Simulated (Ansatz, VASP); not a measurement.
# Si2Mo in two plane-wave programs, part 2 of 2

One calculation is typed for both programs; each brings its own data sets. How far apart do they land? The cell is taken from a series of runs on this material, whose earlier steps may have relaxed, scaled, displaced or heated it; both programs get it as it stands.

VASP 6.6.1 and Ansatz 0.2.0.

So far: The starting structure; Ansatz: zone-centre phonons, PBEsol.

## Step 3: VASP: zone-centre phonons, PBEsol

Level of this step: PBEsol; plane waves and PAW (Si, Mo_sv) (VASP).

The same cell, functional, mesh and smearing now go to VASP, with its own data sets.

Lines of VASP's logs that name or quote its potential files are left out, and so is its time.

INCAR reads:

```
SYSTEM = Si2Mo
PREC = Accurate
ENCUT = 500
EDIFF = 1E-08
NELM = 120
ISMEAR = 1
SIGMA = 0.2
LREAL = .FALSE.
ALGO = Normal
GGA = PS
NBANDS = 17
LASPH = .TRUE.
LORBIT = 11
LWAVE = .FALSE.
LCHARG = .FALSE.
ISIF = 2
IBRION = 8
GGA_COMPAT = .FALSE.
KPAR = 2
```

POSCAR reads:

```
Si2Mo
1.0
   -1.5837993009      1.5837993009      3.8876782033
    1.5837993009     -1.5837993009      3.8876782033
    1.5837993009      1.5837993009     -3.8876782033
Si Mo
2 1
Direct
    0.3348016207      0.3348016207      0.0000000000
    0.6651983793      0.6651983793      0.0000000000
    0.0000000000      0.0000000000      0.0000000000
```

KPOINTS reads:

```
Automatic mesh
0
Gamma
20 20 20
0 0 0
```

Potentials, in the order of the species: Si and Mo_sv (PBE family, release 64).

Run with:

```
$ mpirun -np 2 vasp_std
```

Numbers of over 12 decimals in the logs are rounded to 6 here.

What it wrote:

```text
[banner, memory and clock lines left out]
running    2 mpi-ranks, on    1 nodes
 distrk:  each k-point on    1 cores,    2 groups
 distr:  one band on    1 cores,    1 groups

 POSCAR found type information on POSCAR SiMo
 POSCAR found :  2 types and       3 ions
|                                                                             |
|               ----> ADVICE to this user running VASP <----                  |
|                                                                             |
|     You enforced a specific xc type in the INCAR file but a different       |
|     [... a line on the potential file left out ...]
|     I HOPE YOU KNOW WHAT YOU ARE DOING!                                     |
|                                                                             |

 LDA part: xc-table for (Slater+PW92), standard interpolation
 POSCAR, INCAR and KPOINTS ok, starting setup
 FFT: planning ... GRIDC
 FFT: planning ... GRID_SOFT
 FFT: planning ... GRID
 WAVECAR not read
 entering main loop
       N       E                     dE             d eps       ncg     rms          rms(c)
DAV:   1     0.116505660235E+03    0.11651E+03   -0.11188E+04 21842   0.120E+03
DAV:   2    -0.233013240986E+02   -0.13981E+03   -0.13740E+03 26993   0.306E+02
DAV:   3    -0.260002592015E+02   -0.26989E+01   -0.26782E+01 26949   0.388E+01
DAV:   4    -0.260144233510E+02   -0.14164E-01   -0.14150E-01 26986   0.311E+00
DAV:   5    -0.260145177718E+02   -0.94421E-04   -0.94412E-04 27075   0.254E-01    0.242E+01
DAV:   6    -0.252271535930E+02    0.78736E+00   -0.58636E+00 23401   0.163E+01    0.546E+00
DAV:   7    -0.251062405524E+02    0.12091E+00   -0.81716E-01 22883   0.561E+00    0.495E+00
DAV:   8    -0.250671525437E+02    0.39088E-01   -0.10667E-01 23879   0.248E+00    0.441E-01
DAV:   9    -0.250662033194E+02    0.94922E-03   -0.19370E-03 27273   0.364E-01    0.232E-01
DAV:  10    -0.250660989841E+02    0.10434E-03   -0.50261E-04 24767   0.196E-01    0.595E-02
DAV:  11    -0.250660880893E+02    0.10895E-04   -0.15211E-04 24026   0.931E-02    0.343E-02
DAV:  12    -0.250660858695E+02    0.22198E-05   -0.23779E-05 23337   0.349E-02    0.875E-03
DAV:  13    -0.250660852660E+02    0.60350E-06   -0.13441E-06 23776   0.101E-02    0.229E-03
DAV:  14    -0.250660851906E+02    0.75410E-07   -0.18737E-08 23832   0.112E-03    0.423E-04
DAV:  15    -0.250660851767E+02    0.13879E-07   -0.32936E-09 12079   0.511E-04    0.478E-04
DAV:  16    -0.250660851754E+02    0.12942E-08   -0.74872E-10 11701   0.243E-04
   1 F= -.25066085E+02 E0= -.25066260E+02  d E =0.524393E-03
 Linear response reoptimize wavefunctions to high precision
DAV:   1    -0.250660851757E+02   -0.29013E-09   -0.68893E-11 12047   0.649E-05
DAV:   2    -0.250660851757E+02   -0.17735E-10   -0.83341E-12 11628   0.224E-05
 Linear response DOF=           4
 Linear response progress:
  Degree of freedom:   1/  4
       N       E                     dE             d eps       ncg     rms          rms(c)
RMM:   1    -0.205939192523E-01   -0.20594E-01   -0.13820E-02177989   0.897E-01
RMM:   2    -0.162983893790E-01    0.42955E-02   -0.13205E-03114955   0.227E-01    0.936E-02
RMM:   3    -0.163761410237E-01   -0.77752E-04   -0.16759E-04114770   0.645E-02    0.502E-02
RMM:   4    -0.165351495916E-01   -0.15901E-03   -0.10366E-04118704   0.483E-02    0.103E-02
RMM:   5    -0.165213990116E-01    0.13751E-04   -0.15919E-06121161   0.124E-02    0.178E-03
RMM:   6    -0.165247137024E-01   -0.33147E-05   -0.29701E-07122171   0.257E-03    0.621E-04
RMM:   7    -0.165228142607E-01    0.18994E-05    0.59445E-08127849   0.780E-04    0.150E-04
RMM:   8    -0.165234205770E-01   -0.60632E-06   -0.89696E-09128757   0.195E-04    0.401E-05
RMM:   9    -0.165234316893E-01   -0.11112E-07    0.31213E-09125980   0.682E-05    0.131E-05
RMM:  10    -0.165234552600E-01   -0.23571E-07   -0.15014E-09133560   0.290E-05    0.479E-06
RMM:  11    -0.165234711047E-01   -0.15845E-07   -0.33401E-09128200   0.232E-05    0.113E-06
RMM:  12    -0.165234703182E-01    0.78646E-09   -0.50493E-10116029   0.178E-05    0.263E-07
 first order change of Fermi-energy   0.19106E-04
 force on displaced ion       1 direction 1 :  -8.969   0.000   0.000
 Linear response progress:
  Degree of freedom:   2/  4
       N       E                     dE             d eps       ncg     rms          rms(c)
RMM:   1    -0.298121119544E-01   -0.29812E-01   -0.56896E-03 53544   0.114E+00
RMM:   2    -0.226041131546E-01    0.72080E-02   -0.23233E-03 36404   0.295E-01    0.151E-01
RMM:   3    -0.225978894285E-01    0.62237E-05   -0.62651E-04 33817   0.123E-01    0.116E-01
RMM:   4    -0.226534927049E-01   -0.55603E-04   -0.84109E-05 34792   0.617E-02    0.423E-02
RMM:   5    -0.227101804544E-01   -0.56688E-04   -0.17927E-05 37547   0.236E-02    0.159E-02
RMM:   6    -0.227132106232E-01   -0.30302E-05   -0.40276E-06 36582   0.791E-03    0.263E-03
RMM:   7    -0.227126358378E-01    0.57479E-06    0.64747E-07 37542   0.218E-03    0.618E-04
RMM:   8    -0.227117541638E-01    0.88167E-06   -0.21292E-07 36861   0.796E-04    0.318E-04
RMM:   9    -0.227122366222E-01   -0.48246E-06    0.56726E-08 37257   0.308E-04    0.441E-05
RMM:  10    -0.227123556648E-01   -0.11904E-06    0.22793E-08 39763   0.109E-04    0.179E-05
RMM:  11    -0.227123699762E-01   -0.14311E-07   -0.10006E-08 38432   0.364E-05    0.304E-06
RMM:  12    -0.227123650374E-01    0.49388E-08    0.17639E-09 41499   0.211E-05    0.159E-06
 first order change of Fermi-energy  -0.88925E-01
 force on displaced ion       1 direction 3 :   0.000   0.000 -14.075
 Linear response progress:
  Degree of freedom:   3/  4
       N       E                     dE             d eps       ncg     rms          rms(c)
RMM:   1    -0.780987980036E+00   -0.78099E+00    0.42419E+00 42964   0.219E+01
RMM:   2    -0.582380812112E+00    0.19861E+00   -0.28433E-01 60638   0.369E+00    0.162E-01
RMM:   3    -0.581904255299E+00    0.47656E-03   -0.46115E-03 77926   0.485E-01    0.894E-02
RMM:   4    -0.580947729579E+00    0.95653E-03   -0.40794E-04 83594   0.150E-01    0.247E-02
RMM:   5    -0.580819850418E+00    0.12788E-03   -0.43854E-05 91244   0.405E-02    0.947E-03
RMM:   6    -0.580829868611E+00   -0.10018E-04   -0.57838E-06 81318   0.134E-02    0.117E-03
RMM:   7    -0.580831083943E+00   -0.12153E-05   -0.13937E-06 91922   0.456E-03    0.556E-04
RMM:   8    -0.580834113599E+00   -0.30297E-05   -0.19367E-07 86244   0.155E-03    0.261E-04
RMM:   9    -0.580838074903E+00   -0.39613E-05   -0.13059E-07 83979   0.831E-04    0.311E-05
RMM:  10    -0.580838177374E+00   -0.10247E-06   -0.83144E-08 90321   0.401E-04    0.175E-05
RMM:  11    -0.580838522017E+00   -0.34464E-06   -0.43463E-08 88117   0.243E-04    0.657E-06
RMM:  12    -0.580838649091E+00   -0.12707E-06   -0.29390E-08 90794   0.153E-04    0.269E-06
RMM:  13    -0.580838579189E+00    0.69901E-07   -0.19878E-08 83905   0.113E-04    0.219E-06
RMM:  14    -0.580838577878E+00    0.13119E-08   -0.21833E-08 85017   0.917E-05    0.285E-06
 first order change of Fermi-energy  -0.97881E-03
 force on displaced ion       3 direction 1 : -11.015   0.000   0.000
 Linear response progress:
  Degree of freedom:   4/  4
       N       E                     dE             d eps       ncg     rms          rms(c)
RMM:   1    -0.821916150376E+00   -0.82192E+00    0.47112E+00 23289   0.225E+01
RMM:   2    -0.625171638911E+00    0.19674E+00   -0.29459E-01 33262   0.375E+00    0.176E-01
RMM:   3    -0.624173258172E+00    0.99838E-03   -0.46617E-03 41355   0.503E-01    0.903E-02
RMM:   4    -0.622919826325E+00    0.12534E-02   -0.62833E-04 43122   0.176E-01    0.264E-02
RMM:   5    -0.622731513071E+00    0.18831E-03   -0.67347E-05 49062   0.472E-02    0.143E-02
RMM:   6    -0.622615258445E+00    0.11625E-03   -0.82332E-06 49649   0.160E-02    0.378E-03
RMM:   7    -0.622625829045E+00   -0.10571E-04   -0.11143E-06 44894   0.641E-03    0.578E-04
RMM:   8    -0.622628622362E+00   -0.27933E-05   -0.32888E-08 50624   0.218E-03    0.361E-04
RMM:   9    -0.622630570222E+00   -0.19479E-05   -0.73651E-08 48710   0.795E-04    0.211E-04
RMM:  10    -0.622632870655E+00   -0.23004E-05    0.31401E-08 47026   0.489E-04    0.243E-05
RMM:  11    -0.622632542393E+00    0.32826E-06    0.14996E-08 48340   0.243E-04    0.122E-05
RMM:  12    -0.622632492114E+00    0.50280E-07   -0.26255E-08 50455   0.150E-04    0.379E-06
RMM:  13    -0.622632548046E+00   -0.55932E-07    0.10238E-08 48713   0.112E-04    0.202E-06
RMM:  14    -0.622632605726E+00   -0.57680E-07   -0.53546E-09 47784   0.943E-05    0.628E-07
RMM:  15    -0.622632622279E+00   -0.16553E-07    0.10793E-08 50106   0.833E-05    0.374E-07
RMM:  16    -0.622632613888E+00    0.83904E-08   -0.99545E-09 36495   0.778E-05    0.142E-07
 first order change of Fermi-energy   0.55425E-03
 force on displaced ion       3 direction 3 :  -0.000  -0.000 -14.462
 Linear response finished
```

From OUTCAR (step 3):

```text
ion  position               nearest neighbor table
   1  0.335  0.335  0.000-   2 2.57   3 2.58   3 2.58   3 2.58   3 2.58   2 2.60   2 2.60   2 2.60
                             2 2.60   3 2.60
   2  0.665  0.665  0.000-   1 2.57   3 2.58   3 2.58   3 2.58   3 2.58   1 2.60   1 2.60   1 2.60
                             1 2.60   3 2.60
   3  0.000  0.000  0.000-   2 2.58   2 2.58   2 2.58   1 2.58   1 2.58   1 2.58   2 2.58   1 2.58
                             1 2.60   2 2.60

  LATTYP: Found a body centered tetragonal cell.
 ALAT       =     3.1675986018
 C/A-ratio  =     2.4546533144

 Subroutine GETGRP returns: Found 16 space group operations
 (whereof 16 operations were pure point group operations)

The static configuration has the point symmetry D_4h.

 Found    641 irreducible k-points:

   k-points           NKPTS =    641   k-points in BZ     NKDIM =    641   number of bands    NBANDS=     17

   dimension x,y,z NGX =    36 NGY =   36 NGZ =   36
   dimension x,y,z NGXF=    72 NGYF=   72 NGZF=   72

   ENCUT  =  500.0 eV  36.75 Ry    6.06 a.u.   8.18  8.18  8.18*2*pi/ulx,y,z

   NELECT =      22.0000    total number of electrons

 k-points in reciprocal lattice and weights: Automatic mesh
   0.00000000  0.00000000  0.00000000       0.000
   0.05000000 -0.00000000  0.00000000       0.001
   0.10000000  0.00000000 -0.00000000       0.001
   0.15000000  0.00000000  0.00000000       0.001
   0.20000000  0.00000000 -0.00000000       0.001
   0.25000000  0.00000000  0.00000000       0.001
   0.30000000  0.00000000  0.00000000       0.001
   0.35000000 -0.00000000  0.00000000       0.001
   0.40000000 -0.00000000  0.00000000       0.001
[...]
-0.45000000 -0.45000000  0.45000000       0.000
   0.50000000  0.50000000  0.50000000       0.000

 average (electrostatic) potential at core
       1 -76.7288       2 -76.7288       3 -68.4271

  Total        1.2175195      1.2175195      1.2183836      0.0000000      0.0000000      0.0000000
  in kB       50.0075889     50.0075889     50.0430819      0.0000000      0.0000000      0.0000000
  external PRESSURE =      50.0194199 kB  Pullay stress =       0.0000000 kB

  energy-cutoff  :      500.00
  volume of cell :       39.01
      direct lattice vectors                 reciprocal lattice vectors
    -1.583799301  1.583799301  3.887678203     0.000000000  0.315696566  0.128611468
     1.583799301 -1.583799301  3.887678203     0.315696566  0.000000000  0.128611468
     1.583799301  1.583799301 -3.887678203     0.315696566  0.315696566  0.000000000

 POSITION                                       TOTAL-FORCE (eV/Angst)
 -----------------------------------------------------------------------------------
      0.00000      0.00000      2.60320         0.000000      0.000000     -0.005015
      0.00000      0.00000      5.17215        -0.000000     -0.000000      0.005015
      0.00000      0.00000      0.00000         0.000000      0.000000      0.000000
 -----------------------------------------------------------------------------------
    total drift:                                0.000000     -0.000000      0.000000

 Eigenvectors and eigenvalues of the dynamical matrix
 ----------------------------------------------------

   1 f  =   13.492038 THz    84.772975 2PiTHz  450.045947 cm-1    55.798561 meV
             X         Y         Z           dx          dy          dz
      0.000000  0.000000  2.603202    -0.000000   -0.000000    0.707107
      0.000000  0.000000  5.172154     0.000000   -0.000000   -0.707107
      0.000000  0.000000  0.000000     0.000000    0.000000    0.000000

   2 f  =   10.401677 THz    65.355663 2PiTHz  346.962591 cm-1    43.017859 meV
             X         Y         Z           dx          dy          dz
      0.000000  0.000000  2.603202     0.115877   -0.697548    0.000000
      0.000000  0.000000  5.172154    -0.115877    0.697548   -0.000000
      0.000000  0.000000  0.000000     0.000000    0.000000    0.000000

   3 f  =   10.401677 THz    65.355663 2PiTHz  346.962591 cm-1    43.017859 meV
             X         Y         Z           dx          dy          dz
      0.000000  0.000000  2.603202    -0.697548   -0.115877   -0.000000
      0.000000  0.000000  5.172154     0.697548    0.115877    0.000000
      0.000000  0.000000  0.000000    -0.000000   -0.000000   -0.000000

   4 f  =    9.988123 THz    62.757226 2PiTHz  333.167910 cm-1    41.307538 meV
             X         Y         Z           dx          dy          dz
      0.000000  0.000000  2.603202     0.000000    0.000000    0.561570
      0.000000  0.000000  5.172154     0.000000    0.000000    0.561570
      0.000000  0.000000  0.000000     0.000000   -0.000000   -0.607683

   5 f  =    8.715747 THz    54.762651 2PiTHz  290.726011 cm-1    36.045415 meV
             X         Y         Z           dx          dy          dz
      0.000000  0.000000  2.603202     0.548834    0.118670    0.000000
      0.000000  0.000000  5.172154     0.548834    0.118670   -0.000000
      0.000000  0.000000  0.000000    -0.594053   -0.128447    0.000000

   6 f  =    8.715747 THz    54.762651 2PiTHz  290.726011 cm-1    36.045415 meV
             X         Y         Z           dx          dy          dz
      0.000000  0.000000  2.603202     0.118670   -0.548834   -0.000000
      0.000000  0.000000  5.172154     0.118670   -0.548834    0.000000
      0.000000  0.000000  0.000000    -0.128447    0.594053   -0.000000

   7 f/i=    0.000062 THz     0.000389 2PiTHz    0.002065 cm-1     0.000256 meV
             X         Y         Z           dx          dy          dz
      0.000000  0.000000  2.603202     0.000000   -0.000000    0.429697
      0.000000  0.000000  5.172154     0.000000   -0.000000    0.429697
      0.000000  0.000000  0.000000     0.000000   -0.000000    0.794180

   8 f/i=    0.001134 THz     0.007125 2PiTHz    0.037826 cm-1     0.004690 meV
             X         Y         Z           dx          dy          dz
      0.000000  0.000000  2.603202    -0.020619    0.429271    0.000000
      0.000000  0.000000  5.172154    -0.020619    0.429271    0.000000
      0.000000  0.000000  0.000000    -0.038098    0.793190    0.000000

   9 f/i=    0.001134 THz     0.007125 2PiTHz    0.037826 cm-1     0.004690 meV
             X         Y         Z           dx          dy          dz
      0.000000  0.000000  2.603202    -0.429271   -0.020619   -0.000000
      0.000000  0.000000  5.172154    -0.429271   -0.020619   -0.000000
      0.000000  0.000000  0.000000    -0.793190   -0.038098   -0.000000

 ELASTIC MODULI CONTR FROM IONIC RELAXATION (kBar)
 Direction    XX          YY          ZZ          XY          YZ          ZX
 --------------------------------------------------------------------------------
 XX         -15.1622    -15.1622    -25.1434      0.0000      0.0000      0.0000
 YY         -15.1622    -15.1622    -25.1434      0.0000      0.0000      0.0000
 ZZ         -25.1434    -25.1434    -41.6952      0.0000      0.0000      0.0000
 XY           0.0000      0.0000      0.0000      0.0000      0.0000      0.0000
 YZ           0.0000      0.0000      0.0000      0.0000    -34.1488      0.0000
 ZX           0.0000      0.0000      0.0000      0.0000      0.0000    -13.5976
 --------------------------------------------------------------------------------
```

## Step 4: Side by side

Known differences besides the potentials themselves: the cutoff is 420 eV in Ansatz and 500 eV in VASP; Ansatz makes its cores anew for this functional, VASP keeps those of its PBE data sets. Total energies have different zeros and are not compared.

Both answers:

| quantity | Ansatz | VASP | difference |
| --- | --- | --- | --- |
| optical mode 1 to 2 (cm⁻¹) | 289.4 | 290.7 | -0.44 % |
| optical mode 3 (cm⁻¹) | 331.8 | 333.2 | -0.42 % |
| optical mode 4 to 5 (cm⁻¹) | 346.2 | 347.0 | -0.23 % |
| optical mode 6 (cm⁻¹) | 449.5 | 450.0 | -0.12 % |

Modes are paired by rising frequency, not by their patterns, so a pair may set unlike modes beside each other; they are those without the splitting of longitudinal modes.

## Step 5: Results

- r.m.s. difference of the optical zone-centre modes, each program's sorted by frequency (zone-centre phonons, PBEsol): 1.1 cm⁻¹

What this shows: The r.m.s. difference of the optical zone-centre modes, each program's sorted by frequency is 1.1 cm⁻¹ (zone-centre phonons, PBEsol). How closely two codes agree says nothing of how well the functional describes the real material.

[Lines on the potential files, build, host, timing and source positions are cut from VASP's logs without a mark.]

[Logs are printed without paths, hosts, clocks, repeated set-up lines and the standing remarks that a program may print on its own settings, such as how far it seeks lower states.]

[Hosts, paths, dates, database ids (printed as entryN), source tags and the programs' standing remarks are cut or masked in the printed files.]
